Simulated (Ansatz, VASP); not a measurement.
# Cross-check of GaAsN2 (alpha-NaFeO2 type (invented)) between VASP and Ansatz

Wanted: the spread between two codes on one cell, functional and k mesh. The cell is generated by rule, not measured, and may not be a known phase. Of the first pair: The two relaxations start from unlike cells of this crystal (the structure described is Ansatz's start), so only their ends are compared.

Calculated with Ansatz 0.2.0; plane waves, with VASP 6.6.1 beside it; relaxation of cell and atoms at PBE.

## Step 1: Set-up

Symmetry: R-3m, No. 166, trigonal system. Conventional cell: a = 3.033 Å, b = 3.033 Å, c = 14.861 Å, α = 90.00°, β = 90.00°, γ = 120.00°. Ga has 6 N at 2.14 to 2.15 Å nearest. Nearest to As lie 6 N at 2.14 to 2.15 Å. Nearest to N lie 3 As at 2.14 Å and 3 Ga at 2.14 Å. Farther neighbours and most contacts between anions are not listed.

As a file:

```cif
data_structure
_symmetry_space_group_name_H-M 'P 1'
_symmetry_Int_Tables_number 1
_cell_length_a 5.2542
_cell_length_b 5.2542
_cell_length_c 5.2542
_cell_angle_alpha 33.557
_cell_angle_beta 33.557
_cell_angle_gamma 33.557
_cell_volume 39.48
loop_
_atom_site_label
_atom_site_type_symbol
_atom_site_fract_x
_atom_site_fract_y
_atom_site_fract_z
_atom_site_occupancy
Ga1 Ga 0.00000 0.00000 0.00000 1
As2 As 0.50000 0.50000 0.50000 1
N3 N 0.25000 0.25000 0.25000 1
N4 N 0.75000 0.75000 0.75000 1
```

## Step 2: Ansatz: relaxation of cell and atoms, PBE, pair 1

Ansatz runs on its default PAW (the set named soft_2) files.

The relaxed volume is the usual yardstick between codes: in a stiff, nearly cubic crystal its relative difference is about their pressure difference at one cell divided by the bulk modulus.

input.yaml

```yaml
crystal:
  lattice:
    - [1.516744, 0.875693, 4.953665]
    - [-1.516744, 0.875693, 4.953665]
    - [0.0, -1.751385, 4.953665]
  atoms:
    - { symbol: Ga, position: [1.0, 0.0, 0.0] }
    - { symbol: As, position: [0.5, 0.5, 0.5] }
    - { symbol: "N", position: [0.25, 0.25, 0.25] }
    - { symbol: "N", position: [0.75, 0.75, 0.75] }
kpoints:
  mp_grid: { grid: [9, 9, 9] }
hamiltonian:
  xc: pbe
scf:
  occupations: { method: gaussian, width: 0.1 }
output:
  forces: true
  stress: true
  eigenvalues: true
relax:
  adjacent_minimum: "off"
  f_tol: 0.05
  max_steps: 80
  cell: { stress_tol: 0.5 }
```

On the command line:

```bash
ansatz run input.yaml --threads 2 --pin off --max-ram 5120MiB --backend cpu --events-out ev --progress --plain --runs-dir out
```

Numbers of over 12 decimals in the logs are rounded to 6 here.

Log:

```text
The last accepted step is kept in <dir> (removed where the run ends without a failure and the disk answers)
basis.fft_grid_basis auto: the FFT boxes are laid along the combinations [[1, 0, -1], [0, 1, -1], [0, 0, 1]] of the cell's own vectors, 3.033, 3.033 and 5.254 Å long. The dense box has 24×24×36 points. Along the cell's own vectors, as sized, it would have 36×36×36, 2.25 times as many. Of the 12 symmetry operations that the crystal satisfies within crystal.symmetry.tolerance (time reversal apart; of a slab, those that [...]
Engine: ansatz 0.2.0, x86_64-unknown-linux-gnu
Pseudopotentials: kind: paw
Pseudopotential: Ga, paw, valence charge 13, recommended cutoff 420 eV (normal), Ga.paw.azcp
Pseudopotential: As, paw, valence charge 15, recommended cutoff 420 eV (normal), As.paw.azcp
Pseudopotential: N, paw, valence charge 5, recommended cutoff 420 eV (normal), N.paw.azcp
Functional definition: PBE
  parameter kappa = 0.804
  parameter beta = 0.066725
  exchange = pbe_x(kappa = kappa, mu = beta*pi^2/3)
  correlation = pbe_c(beta = beta)
Crystal: 4 atoms, lattice volume = 39.477 Å³
Basis set: ecut = 420 eV, 779 PW (Γ), FFT grids on a1−a3, a2−a3, a3, exchange–correlation on 48×48×72 points (8 copies of the dense FFT grid, shifted against one another)
Bands: 23, of which v1, the nominal top of the filled ones, is band 19 counted from 1 (18 counted from 0)
Symmetry: 12 space group operations
Space group: R-3m (ITA 166), of the structure as read, at distance tolerance 3.4e-5 Å
k-points: 85 of 729
Non-local potential: Ga, projectors of the file, l = 0: 2, l = 1: 2, l = 2: 3, l = 3: 1
Non-local potential: As, projectors of the file, l = 0: 2, l = 1: 2, l = 2: 3, l = 3: 1
Non-local potential: N, projectors of the file, l = 0: 2, l = 1: 2, l = 2: 1
PAW form: soft (Blöchl's): semilocal exchange-correlation on the pseudo side does not see the compensation charge
PAW one-centre angular grid: Ga, 590 points (default); XC on 64 Gauss nodes
PAW one-centre angular grid: As, 590 points (default); XC on 64 Gauss nodes
PAW one-centre angular grid: N, 110 points (default); XC on 64 Gauss nodes
Initial density: superposition of atomic densities (neutral atoms: chi_scale 0, normalization atom), corrected by the library's trained network
Initial wavefunctions: pseudopotential atomic-orbital guess
Functional: x = pbe(κ = 0.804, μ = 0.219515), c = pbe(β = 0.066725)
SCF iter   1: F=—  HF=-9404.340618 eV  |F-HF|=—  |Δ(HF+E_count)|=         —  Δρ=4.71e-3  dr2=4.60e-3  ethr=1.77e-3  ⟨swp⟩=5.1  Hψ=8594  notcnv=0
preconditioner: auto → none  [insulator: Δε(μ)=0.099 eV  Ē_g=14.634 eV  σ=0.100 eV  W_gap=0.50  n_scr=16 (ndim 8)  ℏωp=31.3 eV  f_vac=0.000  D(μ)=0.40/eV (n_scr^D=2)  ε∞_Penn≈5.6]
SCF iter   2: F=—  HF=-9404.339855 eV  |F-HF|=—  |Δ(HF+E_count)|=   7.63e-4  Δρ=2.04e-3  dr2=6.07e-4  ethr=1.21e-5  ⟨swp⟩=1.4  Hψ=2748  notcnv=0
SCF iter   3: F=—  HF=-9404.339940 eV  |F-HF|=—  |Δ(HF+E_count)|=   8.50e-5  Δρ=3.46e-4  dr2=2.49e-5  ethr=1.60e-6  ⟨swp⟩=2.4  Hψ=3080  notcnv=0
SCF iter   4: F=—  HF=-9404.339966 eV  |F-HF|=—  |Δ(HF+E_count)|=   2.63e-5  Δρ=7.10e-5  dr2=1.97e-6  ethr=6.55e-8  ⟨swp⟩=2.0  Hψ=3572  notcnv=0
iter 5 did not close the SCF: its close was put off for the readings that it lacked (scf_convergence_deferred on its scf_iter line)
SCF iter   5: F=-9404.339966 eV  HF=-9404.339966 eV  |F-HF|=4.83e-8  |Δ(HF+E_count)|=   1.58e-7  Δρ=1.13e-5  dr2=2.92e-8  ethr=5.17e-9  ⟨swp⟩=2.0  Hψ=2499  notcnv=0
SCF iter   6: F=-9404.339966 eV  HF=-9404.339966 eV  |F-HF|=2.72e-9  |Δ(HF+E_count)|=   1.32e-8  Δρ=4.18e-6  dr2=1.80e-9  ethr=7.67e-11  ⟨swp⟩=2.1  Hψ=7257  notcnv=0
SCF 1 converged in 6 iterations: F = -9404.339966 eV  dr2 = 1.80e-9
  greatest PAW one-centre occupation: 1.000 electrons in one spin orbital (limit 2), on the As atom at site 1 (counted from 0), in its partial waves of l = 2
relax step   1: F+E_penalty+E_count = -9404.33996603 eV  Δ(F+E_penalty+E_count) = +0.000e0 eV  max|allowed force component| = 1.429e0 eV/Å  Δτ_max = 0.0000 Å  P = +26.940 GPa  Ω = 39.477 Å³  (6 SCF iters, dr2 threshold 1.00e-7 eV, accepted)
[...]
relax step   3: F+E_penalty+E_count = -9404.80037028 eV  Δ(F+E_penalty+E_count) = -3.682e-2 eV  max|allowed force component| = 2.035e-1 eV/Å  Δτ_max = 0.0300 Å  P = -0.461 GPa  Ω = 44.190 Å³  energy of the carried Pulay correction = -1.450e-2 eV  (7 SCF iters, dr2 threshold 4.00e-7 eV, accepted)
[...]
relax step   4: F+E_penalty+E_count = -9404.80756177 eV  Δ(F+E_penalty+E_count) = -7.191e-3 eV  max|allowed force component| = 8.592e-2 eV/Å  Δτ_max = 0.0079 Å  P = -0.696 GPa  Ω = 44.233 Å³  energy of the carried Pulay correction = -1.463e-2 eV  (5 SCF iters, dr2 threshold 4.00e-7 eV, accepted)
[...]
relax step   5: F+E_penalty+E_count = -9404.80854687 eV  Δ(F+E_penalty+E_count) = -9.851e-4 eV  max|allowed force component| = 3.480e-2 eV/Å  Δτ_max = 0.0040 Å  P = -0.353 GPa  Ω = 44.152 Å³  energy of the carried Pulay correction = -1.439e-2 eV  (4 SCF iters, dr2 threshold 4.00e-7 eV, accepted)
[...]
relax step   6: F+E_penalty+E_count = -9404.83328801 eV  Δ(F+E_penalty+E_count) = -2.474e-2 eV  max|allowed force component| = 3.788e-2 eV/Å  Δτ_max = 0.0000 Å  P = +0.368 GPa  Ω = 44.152 Å³  stress off target by 4.08e-1 GPa  SCF on the basis re-selected at this cell (its energy is not comparable with the rows above)  (7 SCF iters)
basis re-selected at this cell: Δ(F+E_penalty+E_count) = -2.474e-2 eV, ΔP = +0.722 GPa vs the last step (what re-selecting the basis moved, of the pressure what is left beyond the Pulay correction that the steps carried, after the strain that the cell walked since its last selection, with what the two solves' SCF thresholds leave and, on support functions, any second-order correction that the steps lacked; it is no measure of the basis error at this ecutwfc). The dense FFT grid was sized anew with the basis: this SCF ran on 24×24×40 points, the steps before it on 24×24×36, so part of this shift can come from that change (see relax.cell in the input reference). [rest of the remark cut]
SCF converged after 7 iterations
Free energy (F): -9404.833288 eV
Harris-Foulkes:  -9404.833288 eV  (|F-HF|=1.00e-9)
Internal energy: -9404.831897 eV  (E = F + TS)
E sigma→0 (E₀):  -9404.832593 eV
Entropy (-TS):   -0.001391 eV (-0.348 meV/atom)
Fermi energy:    13.596376 eV
--- Per-component energies (eV) ---
  E_band       = -147.820244
  E_kinetic    = 474.150368
  E_local      = -3242.382199  (includes V_loc(G=0)·N_el)
  E_nonlocal   = -148.997924
  E_hartree    = 1640.955341
  E_xc         = -267.358209
  E_vxc        = -288.733782  (∫ρ·V_xc dr)
  E_paw        = -4081.670981  (= ΣΔE_a)
  E_vpaw       = -223.767743  (= ΣTr[D̂ρ^β])
  E_aug_tail   = 0.000064  (compensation charges beyond the density's cutoff)
  E_ewald      = -3779.528357
  E_smearing   = -0.001391  (= −TS)
  E_closure    = -0.000000  (closes the sum)
  Σ components = -9404.833288   (vs F -9404.833288, Δ=0.00e0)
--- Forces (eV/Å), atoms counted from 1 ---
  atom   1  Ga     0.00000000     0.00000000     0.00000000
  atom   2  As     0.00000000     0.00000000    -0.00000000
  atom   3  N      0.00000000     0.00000000     0.03787952
  atom   4  N      0.00000000    -0.00000000    -0.03787952
  max |Σ_I F_I| component: 3.70e-17 eV/Å
--- Stress (GPa, compression-positive) ---
        0.348766      -0.000000      -0.000000
       -0.000000       0.348766       0.000000
       -0.000000       0.000000       0.407655
  P = ⅓ Tr σ = 0.3684 GPa (3.684 kbar)
--- Band table (eV; the first three rows and the last of 85) ---
  k-point 0: bands = [... 15 lower, 11.0497, 11.0497, 11.3339, 11.3339, 14.4973, 16.2943, 16.2943, 17.9643]
  k-point 1: bands = [... 15 lower, 10.8555, 11.0036, 11.0665, 12.3785, 14.9272, 15.6002, 16.6083, 18.8667]
  k-point 2: bands = [... 15 lower, 10.3469, 10.5743, 10.6793, 12.7821, 14.7318, 16.4215, 17.1573, 18.4284]
  k-point 84: bands = [... 15 lower, 10.4198, 10.7246, 11.5453, 13.6130, 14.8096, 16.4292, 16.8321, 18.3313]
--- Relaxed structure (5 steps of the walk, 5 accepted, 1 SCFs on fresh bases) ---
  F+E_penalty+E_count = -9404.83328801 eV   max|allowed force component| = 3.788e-2 eV/Å   (the final SCF, on the basis selected at the relaxed cell)
  cell:  # Å, volume = 44.1517 Å³
    - [1.578094, 0.911113, 5.117894]
    - [-1.578094, 0.911113, 5.117894]
    - [0, -1.822225, 5.117894]
  atoms:
    - { symbol: Ga, position: [1.0, 5.551115123125783e-17, 1.1102230246251565e-16] }
    - { symbol: As, position: [0.5, 0.5, 0.5] }
    - { symbol: N, position: [0.256262, 0.256262, 0.256262] }
    - { symbol: N, position: [0.743738, 0.743738, 0.743738] }
```

## Step 3: VASP: relaxation of cell and atoms, PBE, pair 1

Its own start cell and the same functional, mesh and smearing now go to VASP, with its own data sets.

Lines of VASP's logs that name or quote its potential files are left out, and so is its time.

INCAR

```
SYSTEM = GaAsN2
PREC = Accurate
ENCUT = 600
EDIFF = 1E-07
NELM = 120
ISMEAR = 0
SIGMA = 0.1
LREAL = .FALSE.
ALGO = Normal
GGA = PE
NBANDS = 20
LORBIT = 11
LWAVE = .FALSE.
LCHARG = .FALSE.
ISIF = 3
IBRION = 2
NSW = 80
EDIFFG = -0.005
LASPH = .TRUE.
GGA_COMPAT = .FALSE.
NELMIN = 4
KPAR = 2
```

POSCAR

```
GaAsN2
1.0
    1.5798712448      0.9121395705      5.1249857243
   -1.5798712448      0.9121395705      5.1249857243
    0.0000000000     -1.8242780655      5.1249857183
Ga As N
1 1 2
Direct
    0.0000000000      0.0000000000      0.0000000000
    0.4999999385      0.4999999385      0.5000002240
    0.2563549281      0.2563549281      0.2563550708
    0.7436448815      0.7436448815      0.7436453099
```

KPOINTS

```
Automatic mesh
0
Gamma
9 9 9
0 0 0
```

The projector-augmented-wave data sets are Ga_d, As and N (PBE family, release 64).

On the command line:

```bash
mpirun -np 2 vasp_std
```

Log:

```text
[banner, memory and clock lines left out]
running    2 mpi-ranks, on    1 nodes
 distrk:  each k-point on    1 cores,    2 groups
 distr:  one band on    1 cores,    1 groups

 POSCAR found type information on POSCAR GaAsN
 POSCAR found :  3 types and       4 ions
 LDA part: xc-table for (Slater+PW92), standard interpolation
 POSCAR, INCAR and KPOINTS ok, starting setup
 FFT: planning ... GRIDC
 FFT: planning ... GRID_SOFT
 FFT: planning ... GRID
 WAVECAR not read
 entering main loop
       N       E                     dE             d eps       ncg     rms          rms(c)
DAV:   1     0.211767217356E+03    0.21177E+03   -0.15200E+04  3732   0.228E+03
DAV:   2     0.153084565728E+01   -0.21024E+03   -0.19967E+03  3648   0.480E+02
DAV:   3    -0.243503562864E+02   -0.25881E+02   -0.24794E+02  4116   0.128E+02
DAV:   4    -0.253252014924E+02   -0.97485E+00   -0.96773E+00  4256   0.247E+01
DAV:   5    -0.253419710331E+02   -0.16770E-01   -0.16761E-01  3964   0.312E+00    0.109E+01
DAV:   6    -0.220861430720E+02    0.32558E+01   -0.17667E+01  5480   0.400E+01    0.451E+00
DAV:   7    -0.220265397907E+02    0.59603E-01   -0.12890E+00  3752   0.104E+01    0.326E+00
DAV:   8    -0.220297416290E+02   -0.32018E-02   -0.26357E-01  3996   0.397E+00    0.130E+00
DAV:   9    -0.220135854599E+02    0.16156E-01   -0.52279E-02  5120   0.263E+00    0.403E-01
DAV:  10    -0.220139661370E+02   -0.38068E-03   -0.59490E-03  3800   0.596E-01    0.133E-01
DAV:  11    -0.220140032478E+02   -0.37111E-04   -0.26448E-04  4264   0.192E-01    0.178E-02
DAV:  12    -0.220140075421E+02   -0.42943E-05   -0.16757E-05  4280   0.460E-02    0.629E-03
DAV:  13    -0.220140074864E+02    0.55739E-07   -0.10063E-06  4128   0.859E-03    0.361E-03
DAV:  14    -0.220140073612E+02    0.12515E-06   -0.20463E-07  2992   0.967E-03    0.711E-04
DAV:  15    -0.220140073032E+02    0.58054E-07   -0.40352E-08  2476   0.196E-03
   1 F= -.22014007E+02 E0= -.22013303E+02  d E =-.220140E+02
 curvature:   0.00 expect dE= 0.000E+00 dE for cont linesearch  0.000E+00
 trial: gam= 0.00000 g(F)=  0.238E-05 g(S)=  0.351E-04 ort = 0.000E+00 (trialstep = 0.100E+01)
 search vector abs. value=  0.375E-04
 bond charge predicted
       N       E                     dE             d eps       ncg     rms          rms(c)
DAV:   1    -0.220142114529E+02   -0.20409E-03   -0.38956E-03  4440   0.125E+00    0.902E-02
DAV:   2    -0.220140563163E+02    0.15514E-03   -0.38786E-04  4540   0.485E-01    0.394E-02
DAV:   3    -0.220140189354E+02    0.37381E-04   -0.46569E-05  4624   0.193E-01    0.153E-02
DAV:   4    -0.220140121070E+02    0.68284E-05   -0.10642E-05  5188   0.558E-02    0.431E-03
DAV:   5    -0.220140117813E+02    0.32573E-06   -0.17307E-06  3552   0.118E-02    0.277E-03
DAV:   6    -0.220140115563E+02    0.22505E-06   -0.19160E-07  2468   0.452E-03    0.103E-03
DAV:   7    -0.220140115431E+02    0.13136E-07   -0.44203E-08  1972   0.225E-03
   2 F= -.22014012E+02 E0= -.22013305E+02  d E =-.423997E-05
 trial-energy change:   -0.000004  1 .order   -0.000003   -0.000037    0.000031
 step:   0.5683(harm=  0.5492)  dis= 0.00014  next Energy=   -22.014018 (dE=-0.108E-04)
 bond charge predicted
       N       E                     dE             d eps       ncg     rms          rms(c)
DAV:   1    -0.220140555698E+02   -0.44014E-04   -0.72583E-04  4424   0.542E-01    0.389E-02
DAV:   2    -0.220140262325E+02    0.29337E-04   -0.72172E-05  4512   0.210E-01    0.170E-02
DAV:   3    -0.220140192648E+02    0.69677E-05   -0.87010E-06  4608   0.835E-02    0.659E-03
DAV:   4    -0.220140177858E+02    0.14790E-05   -0.19955E-06  5204   0.241E-02    0.185E-03
DAV:   5    -0.220140176838E+02    0.10196E-06   -0.32186E-07  2756   0.511E-03    0.120E-03
DAV:   6    -0.220140176231E+02    0.60685E-07   -0.38595E-08  1908   0.197E-03
   3 F= -.22014018E+02 E0= -.22013312E+02  d E =-.103200E-04
 curvature:  -0.27 expect dE=-0.372E-06 dE for cont linesearch -0.184E-06
 trial: gam=-0.09755 g(F)=  0.102E-05 g(S)=  0.342E-06 ort = 0.501E-05 (trialstep = 0.914E+00)
 search vector abs. value=  0.736E-06
 reached required accuracy - stopping structural energy minimisation
```

From OUTCAR (step 3):

```text
ion  position               nearest neighbor table
   1  0.000  0.000  0.000-   4 2.17   4 2.17   3 2.17   3 2.17   3 2.17   4 2.17
   2  0.500  0.500  0.500-   3 2.29   3 2.29   3 2.29   4 2.29   4 2.29   4 2.29
   3  0.256  0.256  0.256-   1 2.17   1 2.17   1 2.17   2 2.29   2 2.29   2 2.29
   4  0.744  0.744  0.744-   1 2.17   1 2.17   1 2.17   2 2.29   2 2.29   2 2.29

  LATTYP: Found a trigonal (rhomboedric) cell.
 ALAT       =     5.4399880901
 COS(alpha) =     0.8313145651

 Subroutine GETGRP returns: Found 12 space group operations
 (whereof 12 operations were pure point group operations)

The static configuration has the point symmetry D_3d.

 Found     85 irreducible k-points:

   k-points           NKPTS =     85   k-points in BZ     NKDIM =     85   number of bands    NBANDS=     20

   dimension x,y,z NGX =    48 NGY =   48 NGZ =   48
   dimension x,y,z NGXF=    96 NGYF=   96 NGZF=   96

   ENCUT  =  600.0 eV  44.10 Ry    6.64 a.u.  10.87 10.87 10.87*2*pi/ulx,y,z

   NELECT =      28.0000    total number of electrons

 k-points in reciprocal lattice and weights: Automatic mesh
   0.00000000  0.00000000  0.00000000       0.001
   0.11111111  0.00000000  0.00000000       0.008
   0.22222222  0.00000000 -0.00000000       0.008
   0.33333333 -0.00000000 -0.00000000       0.008
   0.44444444  0.00000000 -0.00000000       0.008
   0.11111111  0.11111111  0.00000000       0.008
   0.22222222  0.11111111  0.00000000       0.016
   0.33333333  0.11111111  0.00000000       0.016
   0.44444444  0.11111111 -0.00000000       0.016
[...]
0.44444444  0.44444444  0.44444444       0.003
  -0.44444444  0.44444444  0.44444444       0.008

 average (electrostatic) potential at core
       1 -62.7363       2 -48.3456       3 -61.1520       4 -61.1520

 E-fermi :   8.2096

 k-point     1 :       0.0000    0.0000    0.0000
  band No.  band energies     occupation
    ...
     10       5.4672      2.00000
     11       5.6852      2.00000
     12       5.6852      2.00000
     13       5.9669      2.00000
     14       5.9669      2.00000
     15       9.1193      0.00000
     16      10.9041      0.00000
     17      10.9041      0.00000
     18      12.5630      0.00000
     19      17.0325      0.00000
    ...

 k-point     2 :       0.1111    0.0000    0.0000
  band No.  band energies     occupation
    ...
     10       4.5288      2.00000
     11       5.4927      2.00000
     12       5.6360      2.00000
     13       5.6998      2.00000
     14       6.9977      2.00000
     15       9.5431      0.00000
     16      10.2125      0.00000
     17      11.2159      0.00000
     18      13.4620      0.00000
     19      16.0614      0.00000
    ...

 k-point     3 :       0.2222    0.0000   -0.0000
  band No.  band energies     occupation
    ...
     10       2.5295      2.00000
     11       4.9859      2.00000
     12       5.2084      2.00000
     13       5.3102      2.00000
     14       7.3975      2.00000
     15       9.3445      0.00000
     16      11.0267      0.00000
     17      11.7600      0.00000
     18      13.0270      0.00000
     19      14.9012      0.00000
    ...

  Total       -0.0033231     -0.0033231     -0.0025042      0.0000000     -0.0000000      0.0000000
  in kB       -0.1202283     -0.1202283     -0.0906020      0.0000000     -0.0000000      0.0000000
  external PRESSURE =      -0.1103529 kB  Pullay stress =       0.0000000 kB

  energy-cutoff  :      600.00
  volume of cell :       44.28
      direct lattice vectors                 reciprocal lattice vectors
     1.579520255  0.911936926  5.123987531     0.316551813  0.182761249  0.065053489
    -1.579520255  0.911936926  5.123987531    -0.316551813  0.182761249  0.065053489
     0.000000000 -1.823872778  5.123987525     0.000000000 -0.365522499  0.065053528

 POSITION                                       TOTAL-FORCE (eV/Angst)
 -----------------------------------------------------------------------------------
     -0.00000     -0.00000      0.00000         0.000000      0.000000      0.000000
      0.00000      0.00000      7.68598         0.000000      0.000000     -0.000000
      0.00000      0.00000      3.94054        -0.000000     -0.000000     -0.003244
      0.00000      0.00000     11.43142         0.000000      0.000000      0.003244
 -----------------------------------------------------------------------------------
    total drift:                                0.000000      0.000705      0.000046

  FREE ENERGIE OF THE ION-ELECTRON SYSTEM (eV)
  ---------------------------------------------------
  free  energy   TOTEN  =       -22.0140176231 eV

  energy  without entropy=      -22.0126069263  energy(sigma->0) =      -22.01331227

 reached required accuracy - stopping structural energy minimisation

 total charge
# of ion       s       p       d       tot
------------------------------------------
    1        0.751   0.656  10.126  11.533
    2        1.453   0.984   0.109   2.545
    3        1.272   2.335   0.000   3.606
    4        1.272   2.335   0.000   3.606
--------------------------------------------------
tot          4.747   6.309  10.235  21.291

[... 3 further parts left out ...]
```

CONTCAR:

```
GaAsN2
   1.00000000000000
     1.5795202553819565    0.9119369264307113    5.1239875311025980
    -1.5795202553819565    0.9119369264307113    5.1239875311025980
     0.0000000000000000   -1.8238727778173240    5.1239875251423816
  Ga              As              N
     1     1     2
Direct
     0.0000000000000000    0.0000000000000000    0.0000000000000000
     0.4999999384999967    0.4999999384999967    0.5000002239999972
     0.2563460670904807    0.2563460670904807    0.2563462097904750
     0.7436537425095249    0.7436537425095249    0.7436541709095263
```

(Continued in part 2 of 2.)

[Lines on the potential files, build, host, timing and source positions are cut from VASP's logs without a mark.]

[Logs are printed without paths, hosts, clocks, repeated set-up lines and the standing remarks that a program may print on its own settings, such as how far it seeks lower states.]

[Hosts, paths, dates, database ids (printed as entryN), source tags and the programs' standing remarks are cut or masked in the printed files.]
